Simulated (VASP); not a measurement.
Output of a VASP run:

**OSZICAR**
```
       N       E                     dE             d eps       ncg     rms          rms(c)
DAV:   1     0.219936750976E+02    0.21994E+02   -0.48693E+03  5420   0.143E+03
DAV:   2    -0.606730159303E+01   -0.28061E+02   -0.26896E+02  5278   0.162E+02
DAV:   3    -0.649317322802E+01   -0.42587E+00   -0.42517E+00  6037   0.264E+01
DAV:   4    -0.649714743661E+01   -0.39742E-02   -0.39734E-02  5931   0.224E+00
DAV:   5    -0.649725437431E+01   -0.10694E-03   -0.10693E-03  5965   0.322E-01    0.991E+00
DAV:   6    -0.582320579203E+01    0.67405E+00   -0.16988E+01  5473   0.674E+01    0.609E+00
DAV:   7    -0.548855778800E+01    0.33465E+00   -0.29157E+00  5503   0.260E+01    0.188E+00
DAV:   8    -0.547360605465E+01    0.14952E-01   -0.17415E-02  7448   0.154E+00    0.946E-01
DAV:   9    -0.547112244657E+01    0.24836E-02   -0.17566E-03  7656   0.418E-01    0.251E-01
DAV:  10    -0.547052599956E+01    0.59645E-03   -0.77972E-04  7434   0.256E-01    0.339E-02
DAV:  11    -0.547052875724E+01   -0.27577E-05   -0.17246E-05  6577   0.463E-02    0.291E-02
DAV:  12    -0.547052916371E+01   -0.40646E-06   -0.67202E-07  2959   0.111E-02
   1 F= -.58630648E+01 E0= -.58632263E+01  d E =-.586306E+01  mag=     0.5943
       N       E                     dE             d eps       ncg     rms          rms(c)
DAV:   1    -0.642806648706E+01   -0.95754E+00   -0.15992E+01  5446   0.666E+01    0.854E+00
DAV:   2    -0.570074629610E+01    0.72732E+00   -0.13449E+01  5439   0.605E+01    0.409E+00
DAV:   3    -0.545555873467E+01    0.24519E+00   -0.18887E+00  5408   0.220E+01    0.131E+00
DAV:   4    -0.543767700032E+01    0.17882E-01   -0.11945E-02  6188   0.983E-01    0.710E-01
DAV:   5    -0.543328041919E+01    0.43966E-02   -0.57056E-03  6892   0.618E-01    0.268E-01
DAV:   6    -0.543334783915E+01   -0.67420E-04   -0.59460E-04  6542   0.240E-01    0.946E-02
DAV:   7    -0.543332954802E+01    0.18291E-04   -0.40349E-05  6198   0.936E-02    0.130E-02
DAV:   8    -0.543332796603E+01    0.15820E-05   -0.61361E-07  3983   0.108E-02    0.509E-03
DAV:   9    -0.543332759969E+01    0.36634E-06   -0.95872E-08  2668   0.345E-03
   2 F= -.58635127E+01 E0= -.58635447E+01  d E =-.447945E-03  mag=     0.5820
       N       E                     dE             d eps       ncg     rms          rms(c)
DAV:   1    -0.570205971736E+01   -0.26873E+00   -0.39518E+00  5419   0.351E+01    0.415E+00
DAV:   2    -0.554044637583E+01    0.16161E+00   -0.36874E+00  5469   0.285E+01    0.217E+00
DAV:   3    -0.546714789699E+01    0.73298E-01   -0.54368E-01  5411   0.121E+01    0.701E-01
DAV:   4    -0.546258610129E+01    0.45618E-02   -0.31402E-03  5758   0.580E-01    0.383E-01
DAV:   5    -0.546194488386E+01    0.64122E-03   -0.16187E-03  7048   0.332E-01    0.818E-02
DAV:   6    -0.546194992604E+01   -0.50422E-05   -0.26285E-05  5682   0.700E-02    0.479E-02
DAV:   7    -0.546196314729E+01   -0.13221E-04   -0.49474E-06  5587   0.333E-02    0.147E-02
DAV:   8    -0.546196417192E+01   -0.10246E-05   -0.61203E-07  2645   0.116E-02    0.331E-03
DAV:   9    -0.546196414830E+01    0.23619E-07   -0.55085E-08  2621   0.316E-03
   3 F= -.58732378E+01 E0= -.58733240E+01  d E =-.101730E-01  mag=     0.5884
```

File OUTCAR:
```
------------------------ aborting loop because EDIFF is reached ----------------------------------------
 Edisp (eV)   -0.41127
  FORCE on cell =-STRESS in cart. coord.  units (eV):
  Direction    XX          YY          ZZ          XY          YZ          ZX
  --------------------------------------------------------------------------------------
  Total      -0.00114    -0.00114    -0.00114    -0.00000     0.00000    -0.00000
  in kB      -0.17459    -0.17459    -0.17459    -0.00000     0.00000    -0.00000
  external pressure =       -0.17 kB  Pullay stress =        0.00 kB
  volume of cell :       10.49
      direct lattice vectors                 reciprocal lattice vectors
     0.000000000  1.737479424  1.737479424    -0.287773192  0.287773192  0.287773192
     1.737479424  0.000000000  1.737479424     0.287773192 -0.287773192  0.287773192
     1.737479424  1.737479424 -0.000000000     0.287773192  0.287773192 -0.287773192
 POSITION                                       TOTAL-FORCE (eV/Angst)
 -----------------------------------------------------------------------------------
      0.00000      0.00000     -0.00000         0.000000      0.000000     -0.000000
 -----------------------------------------------------------------------------------
    total drift:                               -0.000000     -0.000000     -0.000000
  FREE ENERGIE OF THE ION-ELECTRON SYSTEM (eV)
  ---------------------------------------------------
  free  energy   TOTEN  =        -5.8732377958 eV

  energy  without entropy=       -5.8734963727  energy(sigma->0) =       -5.87332399

 total charge

# of ion       s       p       d       tot
------------------------------------------
    1        0.512   0.531   8.334   9.377

 magnetization (x)

# of ion       s       p       d       tot
------------------------------------------
    1       -0.007  -0.025   0.629   0.597

 reached required accuracy - stopping structural energy minimisation
```
(Selected blocks of OUTCAR.)

### POSCAR
```
Ni
1
    0.0000000000     1.7600000000     1.7600000000
    1.7600000000     0.0000000000     1.7600000000
    1.7600000000     1.7600000000     0.0000000000
Ni
1
Direct
  0.0000000000   0.0000000000   0.0000000000
```

Reconstruct the remaining input files.

One answer among several that fit: the input of the run itself, PBE GGA with D3 dispersion (zero damping), plane waves, VASP's PBE PAW potentials (set 64).

KPOINTS:
```
Regular mesh
0
Gamma
  16 16 16
```

INCAR:
```
# general
SYSTEM  = Ni
PREC    = Accurate
ENCUT   = 520
LREAL   = .FALSE.   # projection in real space or not
LASPH   = .TRUE.

# electronic loop
EDIFF   = 1E-6
NELM    = 100   # most electronic steps
ALGO    = Normal
LMAXMIX = 4   # l cut-off of mixed one-centre charges

# smearing
ISMEAR  = 1   # Methfessel-Paxton
SIGMA   = 0.1

# functional
GGA     = PE
IVDW    = 11

# spin
ISPIN   = 2   # spin-polarised
MAGMOM  = 0.8

# ions
IBRION  = 2   # conjugate gradients
NSW     = 60
ISIF    = 3
EDIFFG  = -0.01

# output
LWAVE   = .FALSE.
LCHARG  = .FALSE.
LORBIT  = 10
```

POTCAR, in this order: Ni (PBE.64 set). Program: vasp_std.

Energy and stress use the plane-wave basis of the starting cell.

The compound is Ni in the fcc structure. This run relaxes it. Symmetry was kept, so distortions that lower it aren't found.
